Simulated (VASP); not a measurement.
Energy against volume of CoGa (CsCl type). Computed with TPSS meta-GGA, VASP's PBE PAW potentials (set 64) (plane waves; VASP). Run with 520 eV cut-off, 13×13×13 Γ-centred mesh, first-order Methfessel-Paxton smearing of 0.10 eV, potentials Ga_d Co.

```csv
V (Å³/atom),E (eV/atom)
10.867,-13.12570
11.214,-13.14786
11.560,-13.15478
11.907,-13.14891
```

Fit these four points and predict the energy of the run at 12.254 Å³/atom.

A cubic in V^(−2/3), the third-order Birch-Murnaghan form, passes through the four points with V0 = 11.56 Å³/atom and B0 = 196 GPa, and gives -13.1322 eV/atom there. The run gave -13.1322 eV/atom, -0.0 meV/atom from the fit; all five points give B0 = 196 GPa.

The compound is CoGa in the CsCl type structure. It was relaxed first. The run is not spin-polarised, so no magnetic state was tried.
